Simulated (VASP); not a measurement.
Here is a VASP 6.6.1 calculation.

File INCAR:

```
SYSTEM = SnSe2
PREC = Accurate
ENCUT = 600
EDIFF = 1E-6
ISMEAR = 0
SIGMA = 0.03
LREAL = .FALSE.
LASPH = .TRUE.
NELM = 80
ALGO = Normal
ISIF = 3
LWAVE = .FALSE.
LCHARG = .FALSE.
GGA = PE
IBRION = 2
NSW = 90
EDIFFG = -0.01
PSTRESS = 100.0
```

File KPOINTS:

```
Automatic mesh
0
G
  9 9 5
  0 0 0
```

The input POSCAR:

```
SnSe2
1.0
    3.8110000000      0.0000000000      0.0000000000
   -1.9055000000      3.3004228138      0.0000000000
    0.0000000000      0.0000000000      6.1360000000
Sn Se
1 2
Direct
    0.0000000000      0.0000000000      0.0000000000
    0.3333333333      0.6666666667      0.2490000000
    0.6666666667      0.3333333333      0.7510000000
```

Potentials or basis: VASP PAW PBE potentials, release 64 (Sn_d, Se).

Launch:

```console
$ cat potpaw_PBE.64/Sn_d/POTCAR potpaw_PBE.64/Se/POTCAR > POTCAR
$ mpirun -np 1 vasp_std > vasp.out
```

(1) Predict the relaxed cell.

(2) What does it give for the space group after relaxing (to 0.05 Å)?

(3) What does it give for the band gap on the k mesh?

(4) What does it give for the relaxed volume?

Answers

(1) a = 3.758 Å, b = 3.758 Å, c = 5.483 Å, α = 90.00°, β = 90.00°, γ = 120.00°.

(2) P-3m1 (No. 164).

(3) none (metal or under the smearing width).

(4) 22.36 Å³/atom.

Caveat: the cell is relaxed towards a set pressure, so the enthalpy falls and the energy may rise; this functional lacks dispersion, which binds the layers, so the pressure and a relaxed spacing across them are unreliable.
